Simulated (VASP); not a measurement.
Computed with RPBE GGA, VASP's PBE PAW potentials (set 64) (plane waves; VASP).

The input files of a VASP run:

### KPOINTS
```
Automatic
0
gamma
  13 13 13
0 0 0
```

File POSCAR:
```
FeAl
5.6603990
  0.5000000183   0.0000000000   0.0000000000
  0.0000000000   0.5000000183   0.0000000000
  0.0000000000   0.0000000000   0.5000000183
Al Fe
1 1
Direct
  0.5000000000   0.5000000000   0.5000000000
  0.0000000000   0.0000000000   0.0000000000
```

INCAR:
```
SYSTEM = FeAl
PREC = Accurate
ENCUT = 520
EDIFF = 1E-7
NELM = 100
ALGO = Normal
LREAL = .FALSE.
LASPH = .TRUE.
ISMEAR = 1
SIGMA = 0.1
GGA = RP
LMAXMIX = 4
LWAVE = .FALSE.
LCHARG = .FALSE.
ISIF = 2
```

POTCAR, in this order: Al Fe (PBE.64 set). Program: vasp_std.

The run wrote:

### OUTCAR
```
 ion  position               nearest neighbor table
   1  0.500  0.500  0.500-   2 2.45   2 2.45   2 2.45   2 2.45   2 2.45   2 2.45   2 2.45   2 2.45
  LATTYP: Found a simple cubic cell.
 ALAT       =     2.8301996035
 Subroutine PRICEL returns:
 Original cell was already a primitive cell.
 Subroutine GETGRP returns: Found 48 space group operations
The static configuration has the point symmetry O_h .
The dynamic configuration has the point symmetry O_h .
 Subroutine INISYM returns: Found 48 space group operations
 Subroutine IBZKPT returns following result:
 Found     84 irreducible k-points:

 Following reciprocal coordinates:
            Coordinates               Weight
  0.000000  0.000000  0.000000      1.000000
  0.076923  0.000000  0.000000      6.000000
  0.153846  0.000000  0.000000      6.000000
  0.230769  0.000000  0.000000      6.000000
  0.307692  0.000000  0.000000      6.000000
  0.384615  0.000000  0.000000      6.000000
  0.461538  0.000000  0.000000      6.000000
  0.076923  0.076923  0.000000     12.000000
  0.153846  0.076923  0.000000     24.000000
  0.230769  0.076923  0.000000     24.000000
  0.307692  0.076923  0.000000     24.000000
  0.384615  0.076923  0.000000     24.000000
  0.461538  0.076923  0.000000     24.000000
  0.153846  0.153846  0.000000     12.000000
  0.230769  0.153846  0.000000     24.000000
  0.307692  0.153846  0.000000     24.000000
  0.384615  0.153846  0.000000     24.000000
  0.461538  0.153846  0.000000     24.000000
  0.230769  0.230769  0.000000     12.000000
  0.307692  0.230769  0.000000     24.000000
  0.384615  0.230769  0.000000     24.000000
  0.461538  0.230769  0.000000     24.000000
  0.307692  0.307692  0.000000     12.000000
  0.384615  0.307692  0.000000     24.000000
  0.461538  0.307692  0.000000     24.000000
...
```

### OSZICAR
```
       N       E                     dE             d eps       ncg     rms          rms(c)
DAV:   1     0.313127054250E+02    0.31313E+02   -0.51984E+03  1544   0.125E+03
DAV:   2    -0.125230309856E+02   -0.43836E+02   -0.42093E+02  1513   0.176E+02
DAV:   3    -0.136488042410E+02   -0.11258E+01   -0.11079E+01  1856   0.399E+01
DAV:   4    -0.136680834735E+02   -0.19279E-01   -0.19267E-01  1915   0.453E+00
DAV:   5    -0.136685413511E+02   -0.45788E-03   -0.45786E-03  1906   0.622E-01    0.141E+01
DAV:   6    -0.152901394287E+02   -0.16216E+01   -0.69062E+01  1708   0.132E+02    0.168E+01
DAV:   7    -0.117973108293E+02    0.34928E+01   -0.32876E+01  1673   0.818E+01    0.258E+00
DAV:   8    -0.117644100706E+02    0.32901E-01   -0.20531E-01  1707   0.591E+00    0.145E+00
DAV:   9    -0.117518651391E+02    0.12545E-01   -0.39989E-02  1820   0.308E+00    0.312E-01
DAV:  10    -0.117515842244E+02    0.28091E-03   -0.12038E-03  2098   0.523E-01    0.186E-01
DAV:  11    -0.117515670956E+02    0.17129E-04   -0.25534E-05  1629   0.495E-02    0.224E-02
DAV:  12    -0.117515667092E+02    0.38644E-06   -0.86262E-06  2109   0.439E-02    0.510E-03
DAV:  13    -0.117515667178E+02   -0.85558E-08   -0.11028E-07   866   0.409E-03
   1 F= -.11751567E+02 E0= -.11751286E+02  d E =-.842070E-03
```

**OUTCAR**
```
------------------------ aborting loop because EDIFF is reached ----------------------------------------
  FORCE on cell =-STRESS in cart. coord.  units (eV):
  Direction    XX          YY          ZZ          XY          YZ          ZX
  --------------------------------------------------------------------------------------
  Total        1.7152585      1.7152585      1.7152585      0.0000000      0.0000000      0.0000000
  in kB      121.2240965    121.2240965    121.2240965      0.0000000      0.0000000      0.0000000
  external PRESSURE =     121.2240965 kB  Pullay stress =       0.0000000 kB
  volume of cell :       22.67
      direct lattice vectors                 reciprocal lattice vectors
     2.830199604  0.000000000  0.000000000     0.353331970  0.000000000  0.000000000
     0.000000000  2.830199604  0.000000000     0.000000000  0.353331970  0.000000000
     0.000000000  0.000000000  2.830199604     0.000000000  0.000000000  0.353331970
 POSITION                                       TOTAL-FORCE (eV/Angst)
 -----------------------------------------------------------------------------------
      1.41510      1.41510      1.41510         0.000000      0.000000      0.000000
      0.00000      0.00000      0.00000         0.000000      0.000000      0.000000
 -----------------------------------------------------------------------------------
    total drift:                                0.000000      0.000000      0.000000
  FREE ENERGIE OF THE ION-ELECTRON SYSTEM (eV)
  ---------------------------------------------------
  free  energy   TOTEN  =       -11.7515667178 eV

  energy  without entropy=      -11.7507246475  energy(sigma->0) =      -11.75128603
```
(Selected blocks of OUTCAR.)

The compound is FeAl in the CsCl type structure. This cell is one point of a volume scan, at 0.94 of the reference volume. The run is not spin-polarised, so no magnetic state was tried. The electron count is odd and the run is not spin-polarised, which forces a metal.
